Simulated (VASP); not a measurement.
Output of a VASP run:

OSZICAR:
```
       N       E                     dE             d eps       ncg     rms          rms(c)
DAV:   1    -0.145971353380E+01   -0.14597E+01   -0.14796E+03   582   0.622E+02
DAV:   2    -0.635946200094E+01   -0.48997E+01   -0.47927E+01   846   0.678E+01
DAV:   3    -0.643633383218E+01   -0.76872E-01   -0.76872E-01   672   0.773E+00
DAV:   4    -0.643663763504E+01   -0.30380E-03   -0.30380E-03   768   0.507E-01
DAV:   5    -0.643663954560E+01   -0.19106E-05   -0.19106E-05   714   0.309E-02    0.294E+00
DAV:   6    -0.624184373967E+01    0.19480E+00   -0.16899E-01   642   0.184E+00    0.147E+00
DAV:   7    -0.617687285497E+01    0.64971E-01   -0.22250E-01   708   0.234E+00    0.228E-01
DAV:   8    -0.617883503931E+01   -0.19622E-02   -0.60401E-03   648   0.689E-01    0.490E-02
DAV:   9    -0.617877359845E+01    0.61441E-04   -0.28644E-04   810   0.102E-01    0.102E-02
DAV:  10    -0.617877190094E+01    0.16975E-05   -0.85873E-06   606   0.283E-02    0.373E-03
DAV:  11    -0.617877152892E+01    0.37201E-06   -0.68628E-07   708   0.754E-03
   1 F= -.61787715E+01 E0= -.61787715E+01  d E =-.617877E+01
```

OUTCAR:
```
------------------------ aborting loop because EDIFF is reached ----------------------------------------
  FORCE on cell =-STRESS in cart. coord.  units (eV):
  Direction    XX          YY          ZZ          XY          YZ          ZX
  --------------------------------------------------------------------------------------
  Total       -0.0032926     -0.0032926     -0.0032926     -0.0000000      0.0000000     -0.0000000
  in kB       -0.3294761     -0.3294761     -0.3294761     -0.0000000      0.0000000     -0.0000000
  external PRESSURE =      -0.3294761 kB  Pullay stress =       0.0000000 kB
  volume of cell :       16.01
      direct lattice vectors                 reciprocal lattice vectors
     0.000000000  2.000462180  2.000462180    -0.249942241  0.249942241  0.249942241
     2.000462180  0.000000000  2.000462180     0.249942241 -0.249942241  0.249942241
     2.000462180  2.000462180  0.000000000     0.249942241  0.249942241 -0.249942241
  FREE ENERGIE OF THE ION-ELECTRON SYSTEM (eV)
  ---------------------------------------------------
  free  energy   TOTEN  =        -6.1787715289 eV

  energy  without entropy=       -6.1787715289  energy(sigma->0) =       -6.17877153

 reached required accuracy - stopping structural energy minimisation
```
(Selected blocks of OUTCAR.)

POSCAR:
```
LiH
1
   -0.0000000000     2.0004621798     2.0004621798
    2.0004621798    -0.0000000000     2.0004621798
    2.0004621798     2.0004621798     0.0000000000
Li H
1 1
Direct
  0.0000000000   0.0000000000   0.0000000000
  0.5000000000   0.5000000000   0.5000000000
```

Task: Write an INCAR and KPOINTS that could have produced this output.

Result: Several could match; the one computed here: the input of the run itself, PW91 GGA, plane waves, VASP's PBE PAW potentials (set 64).

### KPOINTS
```
Automatic mesh
0
G
 10 10 10
0 0 0
```

**INCAR**
```
SYSTEM = LiH
PREC = Accurate
ENCUT = 520
EDIFF = 1E-6
NELM = 100
ALGO = Normal
LREAL = .FALSE.
LASPH = .TRUE.
ISMEAR = 0
SIGMA = 0.05
GGA = 91
LWAVE = .FALSE.
LCHARG = .FALSE.
IBRION = 2
ISIF = 3
NSW = 60
EDIFFG = -0.01
```

POTCAR, in this order: Li_sv H (PBE.64 set). Program: vasp_std.

The compound is LiH in the rock salt structure. It was relaxed first, which changed the volume by -6 %. The start is the result of an earlier pass.
